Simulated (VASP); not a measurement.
These are PBE GGA, VASP's PBE PAW potentials (set 64) (plane waves; VASP) values and carry that method's errors.

Input for VASP

### POSCAR
```
NiO
1
    4.2636000000     2.1318000000     2.1318000000
    2.1318000000     4.2636000000     2.1318000000
    2.1318000000     2.1318000000     4.2636000000
Ni O
2 2
Direct
  0.0000000000   0.0000000000   0.0000000000
  0.5000000000   0.5000000000   0.5000000000
  0.2500000000   0.2500000000   0.2500000000
  0.7500000000   0.7500000000   0.7500000000
```

### KPOINTS
```
kpoints
0
gamma
  8 8 8
0 0 0
```

INCAR:
```
SYSTEM=NiO
PREC=Accurate; ENCUT=520; LREAL=.False.
LASPH=.True.
EDIFF=1E-6; NELM=100; ALGO=Normal
LMAXMIX=4
ISMEAR=-1; SIGMA=0.3
GGA=PE
MAGMOM=2.0 -2.0 2*0.0
ISPIN=2
ISIF=2
LWAVE=.False.; LCHARG=.False.; LORBIT=10
```

POTCAR, in this order: Ni O (PBE.64 set). Program: vasp_std.

**Question.** What does the run give for the energy per atom (σ→0), cell moment, pressure?

**Answer.** 
```yaml
energy per atom (σ→0): -5.812 eV/atom
cell_moment: 0.00 μB
pressure: -7.54 GPa
```

**OSZICAR**
```
...
DAV:  10    -0.236286867796E+02   -0.16619E-01   -0.93895E-02  5744   0.408E+00    0.800E-01
DAV:  11    -0.236254511825E+02    0.32356E-02   -0.13069E-02  8008   0.227E+00    0.210E-01
DAV:  12    -0.236256229209E+02   -0.17174E-03   -0.51892E-03  7940   0.947E-01    0.784E-02
DAV:  13    -0.236256141924E+02    0.87285E-05   -0.23750E-04  6580   0.230E-01    0.501E-02
DAV:  14    -0.236256054916E+02    0.87008E-05   -0.95154E-05  6972   0.103E-01    0.231E-02
DAV:  15    -0.236256050570E+02    0.43459E-06   -0.18131E-05  6096   0.773E-02    0.132E-02
DAV:  16    -0.236256049021E+02    0.15496E-06   -0.39441E-06  4648   0.367E-02
   1 F= -.23625605E+02 E0= -.23247884E+02  d E =-.755442E+00  mag=     0.0000
```

The compound is NiO in the rock salt, AFM-II order structure. The cell was not relaxed at this level. The run is one of a series of settings (ISMEAR = -1, SIGMA = 0.3 against the base run), some of them coarse on purpose.
